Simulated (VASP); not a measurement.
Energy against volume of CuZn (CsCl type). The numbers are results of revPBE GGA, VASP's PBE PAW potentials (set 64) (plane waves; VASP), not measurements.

| V (Å³/atom) | E (eV/atom) |
|---|---|
| 12.624 | -2.14516 |
| 13.027 | -2.15944 |
| 13.430 | -2.16426 |
| 13.833 | -2.16116 |
| 14.236 | -2.15151 |

### Question
Fit a third-order Birch-Murnaghan equation of state.

### Answer

The volume per atom is 13.46 Å³/atom and the bulk modulus is 103 GPa. The pressure derivative of the bulk modulus is 5.12 and the lattice constant a is 2.997 Å.

Measured: bulk modulus 116 GPa (computed value off by -11.2 %), as given by Niraj K. Nepal et al., Physical Review B (2020), arXiv:2007.11150; a 2.958 Å (computed value off by +1.3 %), as given by First-Principles Study on the Electrical and Thermal Conductivities of Cu–Zn Binary Alloys. The calculation is for a static lattice, while the measured bulk modulus, a hold thermal and zero-point effects, which are part of the difference.

The compound is CuZn in the CsCl type structure. It was relaxed first.
